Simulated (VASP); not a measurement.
Input:

```cif
data_CuZn
_chemical_formula_sum 'Zn1 Cu1'
_space_group_name_H-M_alt 'Pm-3m'
_space_group_IT_number 221
_space_group_name_Hall '-P 4 2 3'
_cell_length_a 2.96056
_cell_length_b 2.96056
_cell_length_c 2.96056
_cell_angle_alpha 90.000
_cell_angle_beta 90.000
_cell_angle_gamma 90.000
loop_
_atom_site_label
_atom_site_type_symbol
_atom_site_symmetry_multiplicity
_atom_site_Wyckoff_symbol
_atom_site_fract_x
_atom_site_fract_y
_atom_site_fract_z
_atom_site_occupancy
Zn1 Zn 1 b 0.50000 0.50000 0.50000 1
Cu1 Cu 1 a 0.00000 0.00000 0.00000 1
```

Calculation: PBE GGA, VASP's PBE PAW potentials (set 64) (plane waves; VASP). Numerical set-up: 480 eV cut-off, 12×12×12 Γ-centred mesh, first-order Methfessel-Paxton smearing of 0.10 eV, potentials Zn Cu.

Each relaxation starts from this cell; other phases were not tried.

The cell is relaxed at 20 GPa. What happens?

The volume per atom goes from 12.97 to 11.50 Å³ (-11.3 %), and the cell becomes a = 2.844 Å, b = 2.844 Å, c = 2.844 Å, α = 90.00°, β = 90.00°, γ = 90.00°, space group Pm-3m.

The cell is relaxed at 30 GPa. What happens?

The volume per atom goes from 12.97 to 11.01 Å³ (-15.1 %), and the cell becomes a = b = c = 2.8028 Å, α = β = γ = 90.00°, space group Pm-3m.

Failed runs are left out, and for metals the shear rows, which the mesh's noise covers.

The compound is CuZn in the CsCl type structure. The electron count is odd and the run is not spin-polarised, which forces a metal.
